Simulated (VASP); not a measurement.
An input for Quantum ESPRESSO's pw.x (written as the equivalent of a VASP run, and not itself run):

```
&CONTROL
  calculation = 'vc-relax'
  pseudo_dir = './pseudo'
  outdir = './out'
  tprnfor = .true.
  tstress = .true.
  nstep = 40
  forc_conv_thr = 0.00078
/
&SYSTEM
  ibrav = 0
  nat = 2
  ntyp = 2
  ecutwfc = 88
  occupations = 'smearing'
  smearing = 'gaussian'
  degauss = 0.003675
  input_dft = 'pbe'
/
&ELECTRONS
  conv_thr = 7.3e-08
  electron_maxstep = 100
/
&IONS
/
&CELL
  press = 100
/
ATOMIC_SPECIES
  Be 9.012 Be.upf
  Te 127.600 Te.upf
CELL_PARAMETERS angstrom
     0.0000000    2.7631331    2.7631331
     2.7631331    0.0000000    2.7631331
     2.7631331    2.7631331    0.0000000
ATOMIC_POSITIONS crystal
  Be   0.0000000  0.0000000  0.0000000
  Te   0.2500000  0.2500000  0.2500000
K_POINTS automatic
  8 8 8 0 0 0
```

Problem. Write the VASP files for the same calculation (PBE).

Solution. One answer among several that fit: 
### KPOINTS
```
Automatic mesh
0
Gamma
8 8 8
0 0 0
```

INCAR:
```
LWAVE = F
NELM = 100   # most electronic steps
EDIFF = 1E-6
ENCUT = 500   # plane-wave cut-off (eV)
NSW = 40
LREAL = F   # projection in real space or not
SYSTEM = BeTe
LCHARG = F
IBRION = 2
SIGMA = 0.05
ISIF = 3
ISMEAR = 0
LASPH = T   # aspherical one-centre terms
GGA = PE   # PBE
PREC = Accurate
EDIFFG = -0.02
ALGO = Normal   # blocked Davidson
LMAXMIX = 4
PSTRESS = 100   # kbar
```

POSCAR:
```
BeTe
1
    0.0000000000     2.7631330688     2.7631330688
    2.7631330688     0.0000000000     2.7631330688
    2.7631330688     2.7631330688     0.0000000000
Be Te
1 1
Direct
  0.0000000000   0.0000000000   0.0000000000
  0.2500000000   0.2500000000   0.2500000000
```

POTCAR, in this order: Be Te (PBE.64 set). Program: vasp_std.

The two are equivalent in intent, not identical: the potentials are each code's own (VASP's PAW set, PseudoDojo norm-conserving files in pw.x), so ENCUT and ecutwfc are chosen apart and not converted; conv_thr bounds pw.x's estimated SCF error, while EDIFF bounds the energy change between steps; forc_conv_thr acts on force components and is met together with etot_conv_thr.

The compound is BeTe in the zinc blende structure. This run relaxes it under an external pressure of 10 GPa. Symmetry was kept, so distortions that lower it aren't found.
